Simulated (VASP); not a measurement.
Al4B3P:

```
Al B P
1.0
     4.65000    0.00000    0.00000
     0.00000    4.65000    0.00000
     0.00000    0.00000    4.65000
Al B P
4 3 1
Direct
  0.75000 0.25000 0.75000
  0.25000 0.75000 0.75000
  0.75000 0.75000 0.25000
  0.25000 0.25000 0.25000
  0.50000 0.50000 0.00000
  0.50000 0.00000 0.50000
  0.00000 0.50000 0.50000
  0.00000 0.00000 0.00000
```

The cell was built by a generator and needn't be a form met in nature.

| Item | Value |
| --- | --- |
| Program | VASP 6.6.1 |
| Task | relaxation of cell and atoms |
| Functional | PBE |
| Potentials or basis | VASP PAW PBE potentials, release 64 (Al, B, P) |
| Cutoff | 520 eV |
| k mesh | 3 × 3 × 3 |
| Occupations | gaussian, width 0.15 eV |
| Spin | no spin polarisation |

At the start: pressure 47.2 GPa; volume 12.57 Å³/atom.

**Question.** How do energy, volume and symmetry change on relaxing?

**Answer.** Over 8 steps the energy falls by 611.1 meV/atom and the volume is 16.70 Å³/atom (+32.9 %); space group P-43m (No. 215, to 0.05 Å).

Step by step:
| step | energy change (eV) | largest force (eV/Å) | pressure (GPa) | volume (Å³) |
| --- | --- | --- | --- | --- |
| 1 | 0.0000 | 3.7959 | 47.18 | 100.54 |
| 2 | -3.5428 | 0.0482 | -11.14 | 164.59 |
| 3 | -4.7443 | 0.4580 | -0.94 | 136.04 |
| 4 | -4.7435 | 0.4813 | -0.45 | 135.26 |
| 5 | -4.7820 | 0.4310 | 0.07 | 134.05 |
| 6 | -4.8476 | 0.2646 | 1.91 | 130.46 |
| 7 | -4.8777 | 0.1616 | 0.75 | 132.00 |
| 8 | -4.8888 | 0.0499 | -0.36 | 133.63 |

Final structure:
```xyz
8
Lattice="5.1125 0.0000 0.0000 0.0000 5.1125 0.0000 0.0000 0.0000 5.1125" Properties=species:S:1:pos:R:3 pbc="T T T"
Al    3.6885    1.4241    3.6885
Al    1.4241    3.6885    3.6885
Al    3.6885    3.6885    1.4241
Al    1.4241    1.4241    1.4241
B     2.5563    2.5563    0.0000
B     2.5563    0.0000    2.5563
B     0.0000    2.5563    2.5563
P     0.0000    0.0000    0.0000
```

Caveat: the k mesh is coarse (spacing up to 0.45 Å⁻¹), so the values aren't converged; the volume moved by over 15 % at a fixed basis, so the end points are rough.
